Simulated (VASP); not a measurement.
```yaml
crystal:
  lattice:
    - [2.84440, 0.00000, 0.00000]
    - [0.00000, 2.84440, 0.00000]
    - [0.00000, 0.00000, 3.54581]
  atoms:
    - { symbol: Cu, position: [0.00000, 0.00000, 0.00000] }
    - { symbol: Au, position: [0.50000, 0.50000, 0.50000] }
```

Calculation: PBE GGA with D3 dispersion (Becke-Johnson damping), VASP's PBE PAW potentials (set 64) (plane waves; VASP). Run with 520 eV cut-off, 14×14×12 Γ-centred mesh, tetrahedra with Blöchl corrections, potentials Cu Au.

Unless said otherwise, spin-orbit coupling is left out, though it shifts the bands of the heavy elements here.

**Question.** Predict the energy per atom (σ→0), band gap (on the k-mesh) with the smallest direct gap where there is one.

**Answer.** 
```json
{
  "band gap (on the k-mesh)": "none (metal, semimetal or under 0.01 eV)",
  "energy per atom (σ→0)": "-4.141 eV/atom"
}
```

Total energies compare only between runs with the same potentials, cut-off and functional.

The compound is CuAu in the L1_0 structure. It was relaxed first.
